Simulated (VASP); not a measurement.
Input:

```
CsPbBr3
1.0
    5.92080     0.00000     0.00000
    0.00000     5.92080     0.00000
    0.00000     0.00000     5.92080
Cs Pb Br
1 1 3
Direct
  0.00000   0.00000   0.00000
  0.50000   0.50000   0.50000
  0.50000   0.00000   0.50000
  0.00000   0.50000   0.50000
  0.50000   0.50000   0.00000
```

All values below come from SCAN meta-GGA, VASP's PBE PAW potentials (set 64) (plane waves; VASP 6.6.1). Numerical set-up: 520 eV cut-off, 4×4×4 Γ-centred mesh, Gaussian smearing of 0.050 eV, potentials Cs_sv Pb_d Br.

Unless said otherwise, spin-orbit coupling is left out, though it shifts the bands of the heavy elements here.

Q: Predict the energy per atom (σ→0), band gap (on the k-mesh) with the smallest direct gap where there is one.

A: 
The band gap (on the k-mesh) comes out as 1.91 eV, the smallest direct gap (on the k-mesh) comes out as 1.91 eV and the energy per atom (σ→0) is -3447.1 kJ/mol of atoms.

Total energies compare only between runs with the same potentials, cut-off and functional.

The compound is CsPbBr3 in the cubic perovskite structure, the ideal cubic form; the compound distorts at low or room temperature. It was relaxed first. The start is the result of an earlier pass.
